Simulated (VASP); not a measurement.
A convergence study with VASP on ZrC (rock salt): one setting is varied, all else stays as given below, so the limit is that of these other settings.

```xyz
2
Lattice="0.0000 2.3500 2.3500 2.3500 0.0000 2.3500 2.3500 2.3500 0.0000" Properties=species:S:1:pos:R:3 pbc="T T T"
Zr     0.0000     0.0000     0.0000
C      2.3500     2.3500     2.3500
```

The numbers are results of PBE GGA, VASP's PBE PAW potentials (set 64) (plane waves; VASP), not measurements. The tightest run used: 700 eV cut-off, 23×23×23 Γ-centred mesh, tetrahedra with Blöchl corrections, potentials Zr_sv C.

The settings run are 3×3×3 mesh; 4×4×4 mesh; 5×5×5 mesh; 6×6×6 mesh; 7×7×7 mesh; 8×8×8 mesh; 9×9×9 mesh; 10×10×10 mesh; 11×11×11 mesh; 12×12×12 mesh; 13×13×13 mesh; 14×14×14 mesh; 15×15×15 mesh; 16×16×16 mesh; 17×17×17 mesh; 18×18×18 mesh; 19×19×19 mesh; 20×20×20 mesh; 21×21×21 mesh; 22×22×22 mesh; 23×23×23 mesh. From which on does the stress (every component) stay within 0.2 GPa of the tightest run?

From 6×6×6 mesh on: it is off by 0.17 there and by no more than 0.2 in any finer run, while 5×5×5 mesh is off by 0.57.
| setting | E (eV/atom) | pressure (GPa) | irreducible k-points | difference judged (GPa) |
|---|---|---|---|---|
| 3×3×3 mesh | -9.5542 | 1.51 | 4 | 0.10 |
| 4×4×4 mesh | -9.6640 | 1.25 | 8 | 0.17 |
| 5×5×5 mesh | -9.7010 | 1.98 | 10 | 0.57 |
| 6×6×6 mesh | -9.7194 | 1.58 | 16 | 0.17 |
| 7×7×7 mesh | -9.7257 | 1.45 | 20 | 0.03 |
| 8×8×8 mesh | -9.7284 | 1.40 | 29 | 0.02 |
| 9×9×9 mesh | -9.7294 | 1.38 | 35 | 0.04 |
| 10×10×10 mesh | -9.7304 | 1.44 | 47 | 0.03 |
| 11×11×11 mesh | -9.7310 | 1.43 | 56 | 0.01 |
| 12×12×12 mesh | -9.7315 | 1.42 | 72 | 0.00 |
| 13×13×13 mesh | -9.7317 | 1.41 | 84 | 0.01 |
| 14×14×14 mesh | -9.7317 | 1.42 | 104 | 0.00 |
| 15×15×15 mesh | -9.7317 | 1.42 | 120 | 0.01 |
| 16×16×16 mesh | -9.7317 | 1.42 | 145 | 0.00 |
| 17×17×17 mesh | -9.7317 | 1.42 | 165 | 0.00 |
| 18×18×18 mesh | -9.7318 | 1.41 | 195 | 0.00 |
| 19×19×19 mesh | -9.7318 | 1.42 | 220 | 0.00 |
| 20×20×20 mesh | -9.7318 | 1.42 | 256 | 0.00 |
| 21×21×21 mesh | -9.7319 | 1.42 | 286 | 0.00 |
| 22×22×22 mesh | -9.7319 | 1.42 | 328 | 0.00 |
| 23×23×23 mesh | -9.7319 | 1.42 | 364 | 0.00 |

Left out are rungs that failed or repeat a setting and relaxations that didn't move; long series are thinned to 24 rows.

The compound is ZrC in the rock salt structure. The cell was not relaxed at this level.
